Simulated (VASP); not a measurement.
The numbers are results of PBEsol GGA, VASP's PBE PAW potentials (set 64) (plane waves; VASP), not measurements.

The input files of a VASP run:

File POSCAR:
```
CuF
1.0
  2.4417598442   0.0000000006   0.0000000000
 -1.2208799216   2.1146257884   0.0000000000
  0.0000000000   0.0000000000   6.3375196970
Cu F
2 2
Cartesian
 -1.2208799216   2.1146257884   0.0000000000
 -1.2208799216   2.1146257884   3.1687598485
 -0.0000012205   1.4097512307   1.5843799243
  1.2208811431   0.7048745583   4.7531397727
```

**KPOINTS**
```
Automatic mesh
0
Gamma
14 14 5
0 0 0
```

### INCAR
```
# general
SYSTEM   =  CuF
PREC     =  Accurate
ENCUT    =  620   # plane-wave cut-off (eV)
LREAL    =  .FALSE.   # projection in real space or not
LASPH    =  .TRUE.   # aspherical one-centre terms

# electronic loop
EDIFF    =  1E-6   # SCF stop (eV)
NELM     =  100
ALGO     =  Normal   # blocked Davidson
LMAXMIX  =  4   # l cut-off of mixed one-centre charges

# smearing
ISMEAR   =  1   # Methfessel-Paxton
SIGMA    =  0.1

# functional
GGA      =  PS   # PBEsol

# ions
IBRION   =  2   # conjugate gradients
NSW      =  40
ISIF     =  3
EDIFFG   =  -0.02   # ionic stop
PSTRESS  =  450   # kbar

# output
LWAVE    =  .FALSE.
LCHARG   =  .FALSE.
```

POTCAR, in this order: Cu F (PBE.64 set). Program: vasp_std.

What VASP printed:

**OUTCAR**
```
 ion  position               nearest neighbor table
   1  0.000  0.000  0.000-   3 2.12   4 2.12   3 2.12   4 2.12   4 2.12   3 2.12
   2  0.000  0.000  0.500-   3 2.12   4 2.12   3 2.12   4 2.12   4 2.12   3 2.12
   3  0.333  0.667  0.250-   1 2.12   2 2.12   1 2.12   2 2.12   1 2.12   2 2.12
   4  0.667  0.333  0.750-   1 2.12   2 2.12   1 2.12   2 2.12   1 2.12   2 2.12
  LATTYP: Found a hexagonal cell.
 ALAT       =     2.4417598442
 C/A-ratio  =     2.5954721600
 Subroutine PRICEL returns:
 Original cell was already a primitive cell.
 Subroutine GETGRP returns: Found 24 space group operations
The static configuration has the point symmetry D_3d.
 The point group associated with its full space group is D_6h.
The dynamic configuration has the point symmetry D_3d.
 Subroutine INISYM returns: Found 24 space group operations
 Subroutine IBZKPT returns following result:
 Found     72 irreducible k-points:

 Following reciprocal coordinates:
            Coordinates               Weight
  0.000000  0.000000  0.000000      1.000000
  0.071429 -0.000000  0.000000      6.000000
  0.142857 -0.000000  0.000000      6.000000
  0.214286  0.000000  0.000000      6.000000
  0.285714 -0.000000  0.000000      6.000000
  0.357143  0.000000  0.000000      6.000000
  0.428571  0.000000  0.000000      6.000000
  0.500000  0.000000  0.000000      3.000000
  0.071429  0.071429  0.000000      6.000000
  0.142857  0.071429  0.000000     12.000000
  0.214286  0.071429  0.000000     12.000000
  0.285714  0.071429  0.000000     12.000000
  0.357143  0.071429  0.000000     12.000000
  0.428571  0.071429  0.000000     12.000000
  0.142857  0.142857  0.000000      6.000000
  0.214286  0.142857  0.000000     12.000000
  0.285714  0.142857  0.000000     12.000000
  0.357143  0.142857  0.000000     12.000000
  0.428571  0.142857  0.000000      6.000000
  0.214286  0.214286  0.000000      6.000000
...
```

File OSZICAR:
```
       N       E                     dE             d eps       ncg     rms          rms(c)
DAV:   1     0.368745130198E+03    0.36875E+03   -0.20968E+04  3388   0.324E+03
DAV:   2     0.281133202697E+02   -0.34063E+03   -0.32578E+03  3274   0.527E+02
DAV:   3    -0.151993778415E+02   -0.43313E+02   -0.42144E+02  4048   0.211E+02
DAV:   4    -0.163578096660E+02   -0.11584E+01   -0.11545E+01  4088   0.363E+01
DAV:   5    -0.163719145653E+02   -0.14105E-01   -0.14104E-01  4196   0.347E+00    0.932E+00
DAV:   6    -0.151984625271E+02    0.11735E+01   -0.13449E+01  4538   0.864E+01    0.556E+00
DAV:   7    -0.146538414811E+02    0.54462E+00   -0.28954E+00  4076   0.521E+01    0.170E+00
DAV:   8    -0.146494461410E+02    0.43953E-02   -0.24417E-01  4500   0.467E+00    0.849E-01
DAV:   9    -0.146341073324E+02    0.15339E-01   -0.11523E-02  4946   0.242E+00    0.116E-01
DAV:  10    -0.146341682527E+02   -0.60920E-04   -0.35726E-03  4830   0.827E-01    0.772E-02
DAV:  11    -0.146340900572E+02    0.78196E-04   -0.40664E-04  4958   0.416E-01    0.157E-02
DAV:  12    -0.146340948825E+02   -0.48253E-05   -0.54429E-05  3988   0.811E-02    0.966E-03
DAV:  13    -0.146340934812E+02    0.14014E-05   -0.47817E-06  3312   0.508E-02    0.203E-03
DAV:  14    -0.146340936551E+02   -0.17396E-06   -0.19261E-06  2316   0.136E-02
   1 F= -.54432003E+01 E0= -.54439355E+01  d E =-.544320E+01
```

**OUTCAR**
```
------------------------ aborting loop because EDIFF is reached ----------------------------------------
  FORCE on cell =-STRESS in cart. coord.  units (eV):
  Direction    XX          YY          ZZ          XY          YZ          ZX
  --------------------------------------------------------------------------------------
  Total        9.2255671      9.2255648      9.2235503      0.0000000      0.0000000      0.0000000
  in kB      451.6976810    451.6975673    451.5989331      0.0000002      0.0000000      0.0000000
  external PRESSURE =       1.6647271 kB  Pullay stress =     450.0000000 kB
  volume of cell :       32.72
      direct lattice vectors                 reciprocal lattice vectors
     2.441759844  0.000000001  0.000000000     0.409540685  0.236448455  0.000000000
    -1.220879922  2.114625788  0.000000000    -0.000000000  0.472896909  0.000000000
     0.000000000  0.000000000  6.337519697     0.000000000  0.000000000  0.157790437
 POSITION                                       TOTAL-FORCE (eV/Angst)
 -----------------------------------------------------------------------------------
      0.00000      0.00000      0.00000        -0.000000      0.000000      0.000000
      0.00000      0.00000      3.16876        -0.000000      0.000000      0.000000
     -0.00000      1.40975      1.58438        -0.000000      0.000000     -0.000000
      1.22088      0.70487      4.75314         0.000000     -0.000000     -0.000000
 -----------------------------------------------------------------------------------
    total drift:                                0.000000     -0.000000      0.000000
  FREE ENERGIE OF THE ION-ELECTRON SYSTEM (eV)
  ---------------------------------------------------
  free  energy   TOTEN  =       -14.6340936551 eV

  energy  without entropy=      -14.6362992358  energy(sigma->0) =      -14.63482885
  enthalpy is  TOTEN    =        -5.4432003375 eV   P V=        9.1908933176

 reached required accuracy - stopping structural energy minimisation
```
(Selected blocks of OUTCAR.)

OUTCAR:
```
 val. band max:        7.6249921472   @ k =   0.4286   0.1429   0.2000

 cond. band min:       7.6675701795   @ k =   0.4286   0.0714   0.0000


 Fermi energy:         7.6630448156

 k-point     1 :       0.0000    0.0000    0.0000
  band No.  band energies     occupation
      1     -17.9718      2.00000
      2     -17.6895      2.00000
      3      -2.8335      2.00000
      4       0.2181      2.00000
      5       2.7082      2.00000
      6       3.2383      2.00000
      7       3.2383      2.00000
      8       3.8837      2.00000
      9       3.8837      2.00000
     10       4.7771      2.00000
     11       5.5474      2.00000
     12       5.5474      2.00000
     13       5.9030      2.00000
     14       5.9030      2.00000
     15       6.7562      2.00000
     16       6.7562      2.00000
     17       7.1520      2.00000
     18       7.1520      2.00000
     19       7.2792      2.00000
     20      11.5256      0.00000
     21      14.6304      0.00000
     22      21.1631      0.00000

 k-point     2 :       0.0714   -0.0000    0.0000
  band No.  band energies     occupation
      1     -17.9078      2.00000
      2     -17.6366      2.00000
      3      -2.7078      2.00000
      4       0.2141      2.00000
      5       2.7854      2.00000
      6       3.0244      2.00000
      7       3.2156      2.00000
      8       3.5400      2.00000
      9       3.8097      2.00000
     10       4.8441      2.00000
     11       5.5093      2.00000
     12       5.6220      2.00000
     13       5.8605      2.00000
     14       5.9609      2.00000
     15       6.7402      2.00000
     16       6.7739      2.00000
     17       7.0256      2.00000
     18       7.1716      2.00000
     19       7.5440      2.07053
     20      11.4899      0.00000
     21      15.0002      0.00000
     22      21.1530      0.00000

 k-point     3 :       0.1429   -0.0000    0.0000
  band No.  band energies     occupation
      1     -17.7245      2.00000
...
```

The structure was generated: CuF was put into the NiAs type type (P6_3/mmc), which need not be its known phase. It was relaxed first under an external pressure of 45 GPa.
